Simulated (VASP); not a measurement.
Runs of VASP 6.6.1 on Cl2. The cell holds a molecule in a box, 2 atoms: a = 10.000 Å, b = 10.500 Å, c = 11.000 Å, α = 90.00°, β = 90.00°, γ = 90.00°. 

```csv
task,level,potentials or basis,cell,cutoff (eV),gap on the mesh (eV)
relaxation of the atoms,PBE,"VASP PAW PBE potentials, release 64 (Cl)",atoms relaxed,520,3.06
relaxation of the atoms,PBEsol,"VASP PAW PBE potentials, release 64 (Cl)",atoms relaxed,400,3.12
single point,PBEsol,"VASP PAW PBE potentials, release 64 (Cl)",as given,520,3.06
relaxation of the atoms,LDA,"VASP PAW LDA potentials, release 64 (Cl)",atoms relaxed,520,3.08
relaxation of the atoms,PBEsol,"VASP PAW PBE potentials, release 64 (Cl)",atoms relaxed,500,3.12
relaxation of the atoms,PBE+D3(BJ),"VASP PAW PBE potentials, release 64 (Cl)",atoms relaxed,520,3.06
relaxation of the atoms,RPBE,"VASP PAW PBE potentials, release 64 (Cl)",atoms relaxed,520,3.05
relaxation of the atoms,PBEsol,"VASP PAW PBE potentials, release 64 (Cl)",atoms relaxed,300,(a)
relaxation of the atoms,PBEsol,"VASP PAW PBE potentials, release 64 (Cl)",atoms relaxed,520,3.12
```

Alike in all rows: no spin polarisation; k mesh 1 × 1 × 1; smearing gaussian 0.02 eV.

Problem. Estimate the missing entries.

Solution. (a) 3.11.

A k mesh can miss the band edges.

Not every run made on this cell is shown here.
